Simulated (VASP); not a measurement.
# BaTiO3: optical spectrum, part 2 of 3

Aim: the dielectric function of BaTiO3 for independent particles, and its static limit with local fields. The cell has space group Pm-3m. The start is a cell from a database of measured crystal structures.

VASP 6.6.1, plane waves and PAW; the level of theory is named at each step.

Still holding for the runs below: This run has no spin polarisation, although Ti can carry a moment.

So far. Step 2 (Ground state): The cell has a gap of 1.78 eV on this mesh. Spin-orbit coupling is left out, which can shift or reorder these edges.

## Step 4: Static response with local fields

Level of this step: PBE, no spin polarisation; plane waves and PAW (Ba_sv_GW, Ti_sv, O) (VASP).

Perturbation theory (LEPSILON) gives the dielectric tensor with local fields, and the Born charges.

INCAR reads:

```
SYSTEM = BaTiO3
PREC = Accurate
ENCUT = 520
EDIFF = 1E-08
NELM = 100
ISMEAR = 0
SIGMA = 0.01
LREAL = .FALSE.
ALGO = Normal
GGA = PE
NBANDS = 26
LASPH = .TRUE.
LWAVE = .FALSE.
LCHARG = .FALSE.
KPAR = 4
LEPSILON = .TRUE.
```

POSCAR reads:

```
BaTiO3
1.0
    4.0060000000      0.0000000000      0.0000000000
    0.0000000000      4.0060000000      0.0000000000
    0.0000000000      0.0000000000      4.0060000000
Ba Ti O
1 1 3
Direct
    0.5000000000      0.5000000000      0.5000000000
    0.0000000000      0.0000000000      0.0000000000
    0.0000000000      0.0000000000      0.5000000000
    0.0000000000      0.5000000000      0.0000000000
    0.5000000000      0.0000000000      0.0000000000
```

KPOINTS reads:

```
Automatic mesh
0
Gamma
8 8 8
0 0 0
```

Potentials, in the order of the species: Ba_sv_GW, Ti_sv and O (PBE family, release 64).

Started as:

```sh
> mpirun -np 4 vasp_std
```

Output:

```text
[... set-up lines as in an earlier step ...]
 entering main loop
       N       E                     dE             d eps       ncg     rms          rms(c)
DAV:   1     0.561503151332E+03    0.56150E+03   -0.18862E+04  1844   0.174E+03
DAV:   2     0.473144311060E+02   -0.51419E+03   -0.50489E+03  2108   0.562E+02
DAV:   3    -0.485989680312E+02   -0.95913E+02   -0.91562E+02  2952   0.227E+02
DAV:   4    -0.527707305602E+02   -0.41718E+01   -0.41619E+01  3088   0.544E+01
DAV:   5    -0.528947855242E+02   -0.12405E+00   -0.12387E+00  2828   0.737E+00    0.229E+01
DAV:   6    -0.416630625057E+02    0.11232E+02   -0.69062E+01  2522   0.721E+01    0.914E+00
DAV:   7    -0.416752524579E+02   -0.12190E-01   -0.13918E+01  2702   0.325E+01    0.690E+00
DAV:   8    -0.415512379857E+02    0.12401E+00   -0.74807E-01  2556   0.787E+00    0.440E+00
DAV:   9    -0.415167462346E+02    0.34492E-01   -0.55597E-01  2864   0.687E+00    0.159E+00
DAV:  10    -0.415071405078E+02    0.96057E-02   -0.16546E-01  2608   0.367E+00    0.581E-01
DAV:  11    -0.415038597049E+02    0.32808E-02   -0.36663E-02  2480   0.138E+00    0.500E-01
DAV:  12    -0.415026747442E+02    0.11850E-02   -0.22584E-02  2368   0.152E+00    0.233E-01
DAV:  13    -0.415016908586E+02    0.98389E-03   -0.23065E-03  2600   0.548E-01    0.962E-02
DAV:  14    -0.415015481120E+02    0.14275E-03   -0.49392E-04  2776   0.183E-01    0.238E-02
DAV:  15    -0.415015508598E+02   -0.27478E-05   -0.52070E-05  2788   0.604E-02    0.165E-02
DAV:  16    -0.415015482946E+02    0.25652E-05   -0.11030E-05  2708   0.318E-02    0.944E-03
DAV:  17    -0.415015479148E+02    0.37976E-06   -0.28297E-06  2608   0.122E-02    0.126E-03
DAV:  18    -0.415015478504E+02    0.64426E-07   -0.12022E-07  2776   0.370E-03    0.556E-04
DAV:  19    -0.415015478734E+02   -0.23014E-07   -0.91310E-09  1546   0.107E-03    0.469E-04
DAV:  20    -0.415015478592E+02    0.14205E-07   -0.49039E-09  1290   0.928E-04    0.106E-04
DAV:  21    -0.415015478555E+02    0.36825E-08   -0.11532E-09  1232   0.485E-04
   1 F= -.41501548E+02 E0= -.41501548E+02  d E =-.196024E-31
 Linear response reoptimize wavefunctions to high precision
DAV:   1    -0.415015478543E+02    0.12647E-08   -0.73900E-10  1252   0.405E-04
DAV:   2    -0.415015478543E+02    0.11369E-10   -0.27887E-10  1222   0.283E-04
 Linear response G [H, r] |phi>, progress :
  Direction:   1
       N       E                     dE             d eps       ncg     rms
RMM:   1    -0.146546117595E+03   -0.14655E+03   -0.24464E+03  2779   0.670E+02
RMM:   2    -0.142843484476E+03    0.37026E+01   -0.19324E+02  3811   0.730E+01
RMM:   3    -0.144701941167E+03   -0.18585E+01   -0.21960E+01  4120   0.189E+01
RMM:   4    -0.145379413989E+03   -0.67747E+00   -0.42749E+00  4561   0.743E+00
RMM:   5    -0.145600137096E+03   -0.22072E+00   -0.90495E-01  4665   0.326E+00
RMM:   6    -0.145659416819E+03   -0.59280E-01   -0.33615E-01  4729   0.170E+00
RMM:   7    -0.145691295931E+03   -0.31879E-01   -0.13517E-01  4815   0.954E-01
RMM:   8    -0.145699997761E+03   -0.87018E-02   -0.52965E-02  4854   0.571E-01
RMM:   9    -0.145705212335E+03   -0.52146E-02   -0.20728E-02  4870   0.348E-01
RMM:  10    -0.145707161367E+03   -0.19490E-02   -0.11622E-02  4869   0.224E-01
RMM:  11    -0.145707969579E+03   -0.80821E-03   -0.61543E-03  4809   0.152E-01
RMM:  12    -0.145708431650E+03   -0.46207E-03   -0.60251E-03  4769   0.110E-01
RMM:  13    -0.145708573838E+03   -0.14219E-03   -0.46709E-03  4739   0.820E-02
RMM:  14    -0.145708700313E+03   -0.12648E-03   -0.30628E-03  4745   0.638E-02
RMM:  15    -0.145708754484E+03   -0.54171E-04   -0.39007E-03  4727   0.517E-02
RMM:  16    -0.145708800757E+03   -0.46273E-04   -0.20939E-03  4760   0.430E-02
RMM:  17    -0.145708830911E+03   -0.30154E-04   -0.13974E-04  4717   0.362E-02
RMM:  18    -0.145708848332E+03   -0.17421E-04   -0.18075E-03  4745   0.314E-02
RMM:  19    -0.145708859869E+03   -0.11537E-04   -0.22581E-03  4754   0.277E-02
RMM:  20    -0.145708860378E+03   -0.50882E-06   -0.18021E-03  4737   0.253E-02
RMM:  21    -0.145708873207E+03   -0.12830E-04   -0.24720E-03  4753   0.235E-02
RMM:  22    -0.145708862495E+03    0.10713E-04   -0.17582E-03  4768   0.221E-02
RMM:  23    -0.145708875470E+03   -0.12975E-04   -0.16550E-03  4752   0.211E-02
RMM:  24    -0.145708869082E+03    0.63882E-05   -0.13212E-03  4756   0.203E-02
RMM:  25    -0.145708872429E+03   -0.33471E-05   -0.11885E-03  4776   0.196E-02
RMM:  26    -0.145708869304E+03    0.31251E-05   -0.10048E-03  4743   0.190E-02
RMM:  27    -0.145708873697E+03   -0.43929E-05   -0.92715E-04  4773   0.187E-02
 Linear response G [H, r] |phi>, progress :
  Direction:   2
       N       E                     dE             d eps       ncg     rms
RMM:   1    -0.151962927155E+03   -0.15196E+03   -0.20917E+03  2800   0.679E+02
RMM:   2    -0.156065847956E+03   -0.41029E+01   -0.18822E+02  3903   0.735E+01
RMM:   3    -0.158965463728E+03   -0.28996E+01   -0.26337E+01  4246   0.200E+01
RMM:   4    -0.159903172478E+03   -0.93771E+00   -0.56880E+00  4667   0.868E+00
RMM:   5    -0.160321987560E+03   -0.41882E+00   -0.12932E+00  4727   0.422E+00
RMM:   6    -0.160436831053E+03   -0.11484E+00   -0.52980E-01  4818   0.235E+00
RMM:   7    -0.160485934146E+03   -0.49103E-01   -0.18074E-01  4863   0.135E+00
RMM:   8    -0.160502723645E+03   -0.16789E-01   -0.82501E-02  4889   0.828E-01
RMM:   9    -0.160510928778E+03   -0.82051E-02   -0.35729E-02  4892   0.512E-01
RMM:  10    -0.160513877351E+03   -0.29486E-02   -0.18065E-02  4887   0.337E-01
RMM:  11    -0.160515167356E+03   -0.12900E-02   -0.87936E-03  4844   0.233E-01
RMM:  12    -0.160515805691E+03   -0.63834E-03   -0.58627E-03  4788   0.170E-01
RMM:  13    -0.160516130966E+03   -0.32527E-03   -0.85897E-03  4795   0.127E-01
RMM:  14    -0.160516287834E+03   -0.15687E-03   -0.11293E-04  4766   0.993E-02
RMM:  15    -0.160516382797E+03   -0.94963E-04    0.56366E-03  4778   0.798E-02
RMM:  16    -0.160516456348E+03   -0.73551E-04    0.24271E-04  4781   0.656E-02
RMM:  17    -0.160516484975E+03   -0.28627E-04    0.37495E-03  4766   0.551E-02
RMM:  18    -0.160516531671E+03   -0.46696E-04    0.24671E-04  4770   0.478E-02
RMM:  19    -0.160516532225E+03   -0.55387E-06    0.27645E-03  4777   0.418E-02
RMM:  20    -0.160516557151E+03   -0.24926E-04   -0.23975E-04  4772   0.374E-02
RMM:  21    -0.160516541983E+03    0.15169E-04    0.94697E-04  4786   0.342E-02
RMM:  22    -0.160516569268E+03   -0.27286E-04    0.44345E-06  4786   0.317E-02
RMM:  23    -0.160516547985E+03    0.21283E-04   -0.20124E-05  4790   0.299E-02
RMM:  24    -0.160516573888E+03   -0.25903E-04   -0.82054E-04  4793   0.285E-02
[...]
RMM:   4    -0.145740236685E+01   -0.28984E-02   -0.19919E-02  4468   0.410E-01
RMM:   5    -0.145808618951E+01   -0.68382E-03   -0.51397E-03  4524   0.185E-01
RMM:   6    -0.145826059408E+01   -0.17440E-03   -0.20139E-03  4546   0.976E-02
RMM:   7    -0.145831723940E+01   -0.56645E-04   -0.66852E-04  4429   0.533E-02
RMM:   8    -0.145834278351E+01   -0.25544E-04   -0.31344E-04  4230   0.325E-02
RMM:   9    -0.145835421240E+01   -0.11429E-04   -0.13108E-04  4035   0.200E-02
RMM:  10    -0.145835959344E+01   -0.53810E-05   -0.79467E-05  3870   0.133E-02
RMM:  11    -0.145836189887E+01   -0.23054E-05   -0.34019E-05  3753   0.910E-03
RMM:  12    -0.145836316275E+01   -0.12639E-05   -0.22444E-05  3669   0.652E-03
RMM:  13    -0.145836401078E+01   -0.84803E-06   -0.16710E-05  3632   0.472E-03
RMM:  14    -0.145836425375E+01   -0.24297E-06   -0.92286E-06  3566   0.363E-03
RMM:  15    -0.145836447136E+01   -0.21760E-06   -0.86067E-06  3512   0.287E-03
RMM:  16    -0.145836454428E+01   -0.72924E-07   -0.47562E-06  3408   0.237E-03
RMM:  17    -0.145836461163E+01   -0.67350E-07   -0.46406E-06  3305   0.203E-03
RMM:  18    -0.145836464606E+01   -0.34432E-07   -0.21790E-06  3217   0.179E-03
RMM:  19    -0.145836468088E+01   -0.34814E-07   -0.34127E-06  3184   0.162E-03
RMM:  20    -0.145836466661E+01    0.14272E-07   -0.22275E-06  3153   0.152E-03
RMM:  21    -0.145836469003E+01   -0.23425E-07   -0.14727E-06  3151   0.143E-03
RMM:  22    -0.145836469951E+01   -0.94757E-08   -0.27143E-06  3127   0.137E-03
RMM:  23    -0.145836468689E+01    0.12620E-07   -0.20219E-06  3119   0.133E-03
RMM:  24    -0.145836470369E+01   -0.16800E-07   -0.16324E-06  3109   0.129E-03
RMM:  25    -0.145836469700E+01    0.66839E-08   -0.23817E-06  3096   0.127E-03
 change of polarisation eV/A/(eV/A) component  3 :    -0.160    -0.280     2.917
 dielectric tensor                  component  3 :    -0.451    -0.788     9.210
 Linear response to external field, progress :
  Direction:   1
       N       E                     dE             d eps       ncg     rms          rms(c)
RMM:   1    -0.694192447900E+00   -0.69419E+00   -0.13158E+00  5950   0.149E+01
RMM:   2    -0.101938988021E+01   -0.32520E+00   -0.74531E-01  8516   0.331E+00    0.132E+00
RMM:   3    -0.102555734555E+01   -0.61675E-02   -0.12043E-01  8570   0.155E+00    0.768E-01
RMM:   4    -0.106099328037E+01   -0.35436E-01   -0.52110E-02  8840   0.120E+00    0.184E-01
RMM:   5    -0.107333410493E+01   -0.12341E-01   -0.10781E-02  9206   0.453E-01    0.532E-02
RMM:   6    -0.107644473883E+01   -0.31106E-02   -0.29732E-03  9547   0.202E-01    0.283E-02
RMM:   7    -0.107748157291E+01   -0.10368E-02   -0.10356E-03  9543   0.107E-01    0.184E-02
RMM:   8    -0.107811017320E+01   -0.62860E-03   -0.49914E-04  9537   0.624E-02    0.795E-03
RMM:   9    -0.107841839372E+01   -0.30822E-03   -0.20420E-04  9436   0.389E-02    0.195E-03
RMM:  10    -0.107844954070E+01   -0.31147E-04   -0.12278E-04  9946   0.238E-02    0.154E-03
RMM:  11    -0.107847067041E+01   -0.21130E-04   -0.59309E-05  9972   0.160E-02    0.912E-04
RMM:  12    -0.107850018952E+01   -0.29519E-04   -0.44636E-05  9871   0.112E-02    0.483E-04
RMM:  13    -0.107851417723E+01   -0.13988E-04   -0.23009E-05  9730   0.822E-03    0.243E-04
RMM:  14    -0.107852097688E+01   -0.67996E-05   -0.15434E-05  9983   0.608E-03    0.161E-04
RMM:  15    -0.107853091443E+01   -0.99375E-05   -0.98261E-06  9630   0.480E-03    0.150E-04
RMM:  16    -0.107852503499E+01    0.58794E-05   -0.73476E-06  9455   0.381E-03    0.167E-04
RMM:  17    -0.107852930661E+01   -0.42716E-05   -0.53397E-06  9104   0.314E-03    0.126E-04
RMM:  18    -0.107853496377E+01   -0.56572E-05   -0.43805E-06  9195   0.267E-03    0.284E-05
RMM:  19    -0.107853716455E+01   -0.22008E-05   -0.32812E-06  9049   0.229E-03    0.290E-05
RMM:  20    -0.107853723675E+01   -0.72198E-07   -0.32270E-06  7642   0.200E-03    0.281E-05
RMM:  21    -0.107853860906E+01   -0.13723E-05   -0.26072E-06  8180   0.182E-03    0.396E-06
 change of polarisation eV/A/(eV/A) component  1 :     2.036    -0.281    -0.255
 dielectric tensor                  component  1 :     6.731    -0.791    -0.719
 Linear response to external field, progress :
  Direction:   2
       N       E                     dE             d eps       ncg     rms          rms(c)
RMM:   1    -0.694457243258E+00   -0.69446E+00   -0.13184E+00  5953   0.149E+01
RMM:   2    -0.101948348853E+01   -0.32503E+00   -0.73670E-01  8514   0.330E+00    0.132E+00
RMM:   3    -0.102556265268E+01   -0.60792E-02   -0.12076E-01  8565   0.155E+00    0.768E-01
RMM:   4    -0.106098930597E+01   -0.35427E-01   -0.52082E-02  8832   0.120E+00    0.184E-01
RMM:   5    -0.107333291890E+01   -0.12344E-01   -0.10741E-02  9199   0.452E-01    0.534E-02
RMM:   6    -0.107644383234E+01   -0.31109E-02   -0.29580E-03  9537   0.201E-01    0.282E-02
RMM:   7    -0.107748450317E+01   -0.10407E-02   -0.10409E-03  9526   0.106E-01    0.183E-02
RMM:   8    -0.107810453414E+01   -0.62003E-03   -0.49544E-04  9564   0.619E-02    0.820E-03
RMM:   9    -0.107841648033E+01   -0.31195E-03   -0.20380E-04  9390   0.387E-02    0.199E-03
RMM:  10    -0.107845241155E+01   -0.35931E-04   -0.11481E-04  9949   0.237E-02    0.153E-03
RMM:  11    -0.107847272683E+01   -0.20315E-04   -0.51373E-05  9955   0.159E-02    0.900E-04
RMM:  12    -0.107850179321E+01   -0.29066E-04   -0.29584E-05  9862   0.111E-02    0.466E-04
RMM:  13    -0.107851510346E+01   -0.13310E-04   -0.14500E-05  9709   0.816E-03    0.244E-04
RMM:  14    -0.107852134995E+01   -0.62465E-05   -0.10073E-05 10017   0.605E-03    0.168E-04
RMM:  15    -0.107853212497E+01   -0.10775E-04   -0.58666E-06  9563   0.479E-03    0.149E-04
RMM:  16    -0.107852697032E+01    0.51547E-05   -0.52597E-06  9478   0.378E-03    0.146E-04
RMM:  17    -0.107853051008E+01   -0.35398E-05   -0.31218E-06  9097   0.312E-03    0.127E-04
RMM:  18    -0.107853122873E+01   -0.71864E-06   -0.34707E-06  8134   0.262E-03    0.150E-04
 change of polarisation eV/A/(eV/A) component  2 :    -0.281     2.036    -0.256
 dielectric tensor                  component  2 :    -0.791     6.731    -0.719
 Linear response to external field, progress :
  Direction:   3
       N       E                     dE             d eps       ncg     rms          rms(c)
RMM:   1    -0.695442718395E+00   -0.69544E+00   -0.13283E+00  5929   0.149E+01
RMM:   2    -0.101926200104E+01   -0.32382E+00   -0.73504E-01  8504   0.330E+00    0.132E+00
RMM:   3    -0.102556103361E+01   -0.62990E-02   -0.12112E-01  8558   0.156E+00    0.768E-01
RMM:   4    -0.106101218005E+01   -0.35451E-01   -0.52176E-02  8818   0.120E+00    0.184E-01
RMM:   5    -0.107327036320E+01   -0.12258E-01   -0.10818E-02  9211   0.451E-01    0.543E-02
RMM:   6    -0.107640761644E+01   -0.31373E-02   -0.29312E-03  9528   0.202E-01    0.286E-02
RMM:   7    -0.107748236625E+01   -0.10747E-02   -0.10483E-03  9531   0.106E-01    0.183E-02
RMM:   8    -0.107811103304E+01   -0.62867E-03   -0.49006E-04  9542   0.618E-02    0.791E-03
RMM:   9    -0.107842240406E+01   -0.31137E-03   -0.20986E-04  9409   0.386E-02    0.195E-03
RMM:  10    -0.107845249379E+01   -0.30090E-04   -0.14910E-04  9954   0.235E-02    0.154E-03
RMM:  11    -0.107847392693E+01   -0.21433E-04   -0.55423E-05  9926   0.158E-02    0.895E-04
RMM:  12    -0.107850195886E+01   -0.28032E-04   -0.33275E-05  9881   0.110E-02    0.487E-04
RMM:  13    -0.107851694889E+01   -0.14990E-04   -0.15449E-05  9675   0.809E-03    0.238E-04
RMM:  14    -0.107852331930E+01   -0.63704E-05   -0.11681E-05  9978   0.599E-03    0.152E-04
RMM:  15    -0.107853216312E+01   -0.88438E-05   -0.89213E-06  9645   0.474E-03    0.135E-04
RMM:  16    -0.107852690784E+01    0.52553E-05   -0.61515E-06  9420   0.375E-03    0.174E-04
RMM:  17    -0.107853068411E+01   -0.37763E-05   -0.54984E-06  9068   0.310E-03    0.141E-04
RMM:  18    -0.107853181285E+01   -0.11287E-05   -0.46464E-06  8407   0.260E-03    0.160E-04
 change of polarisation eV/A/(eV/A) component  3 :    -0.214    -0.323     2.036
 dielectric tensor                  component  3 :    -0.602    -0.908     6.731
 Born effective charges drift removed
```

Elapsed: 4.6 min, on 4 MPI ranks of Intel Xeon 6975P-C (Granite Rapids), shared host; peak memory 1.8 GiB.

From OUTCAR (step 4):

```text
The static configuration has the point symmetry O_h .

 Found     35 irreducible k-points:

   k-points           NKPTS =     35   k-points in BZ     NKDIM =     35   number of bands    NBANDS=     26

   NELECT =      40.0000    total number of electrons

  Total        0.7719636      0.7719636      0.7719636      0.0000000     -0.0000000      0.0000000
  in kB       19.2386484     19.2386484     19.2386484      0.0000000     -0.0000000      0.0000000
  external PRESSURE =      19.2386484 kB  Pullay stress =       0.0000000 kB

 MACROSCOPIC STATIC DIELECTRIC TENSOR (including local field effects in DFT)
 ------------------------------------------------------
           6.730642    -0.000000    -0.000000
           0.000000     6.730642    -0.000000
           0.000000     0.000000     6.730642
 ------------------------------------------------------

 PIEZOELECTRIC TENSOR (including local field effects)  for field in x, y, z        (C/m^2)
          XX          YY          ZZ          XY          YZ          ZX
  --------------------------------------------------------------------------------
  x     0.00000     0.00000     0.00000     0.00000     0.00000     0.00000
  y     0.00000     0.00000     0.00000     0.00000     0.00000     0.00000
  z     0.00000     0.00000     0.00000     0.00000     0.00000     0.00000

 BORN EFFECTIVE CHARGES (including local field effects) (in |e|, cummulative output)
 ---------------------------------------------------------------------------------
 ion    1
    1     2.76103     0.00000     0.00000
    2     0.00000     2.76103     0.00000
    3     0.00000    -0.00000     2.76103
 ion    2
    1     7.41625     0.00000    -0.00000
    2     0.00000     7.41625    -0.00000
    3    -0.00000    -0.00000     7.41625
 ion    3
    1    -2.14727     0.00000     0.00000
    2     0.00000    -2.14727     0.00000
    3     0.00000     0.00000    -5.88274
 ion    4
    1    -2.14727     0.00000     0.00000
    2     0.00000    -5.88274     0.00000
    3     0.00000     0.00000    -2.14727
 ion    5
    1    -5.88274     0.00000     0.00000
    2    -0.00000    -2.14727    -0.00000
    3    -0.00000     0.00000    -2.14727

[... 8 parts as in an earlier step ...]

[... 1 further part left out ...]
```

Energies printed during the response cycles are not total energies of the cell. The dielectric response converges more slowly with the mesh than energies do, so tensor and charges may still move on a finer one.

Numbers from this step:

| Property | Result |
| --- | --- |
| Fermi energy | 5.472 eV |

Electronic dielectric tensor with local fields:

```
6.73 0.00 0.00
0.00 6.73 0.00
0.00 0.00 6.73
```

Born effective charge (e), principal values of the symmetric part by kind of site:

```csv
atom,atoms with these values,low,middle,high,mean
Ba1,1,2.76,2.76,2.76,2.76
Ti2,1,7.42,7.42,7.42,7.42
O3,3,-5.88,-2.15,-2.15,-3.39
```

In full for Ti2:

```
7.42 0.00 0.00
0.00 7.42 0.00
0.00 0.00 7.42
```

The mean electronic (clamped-ion) dielectric constant is 6.73.

(Part 2 of 3 ends here.)

[Lines on the potential files, build, host, timing and source positions are cut from VASP's logs without a mark.]

[Logs are printed without paths, hosts, clocks, repeated set-up lines and the standing remarks that a program may print on its own settings, such as how far it seeks lower states.]

[Hosts, paths, dates, database ids (printed as entryN), source tags and the programs' standing remarks are cut or masked in the printed files.]
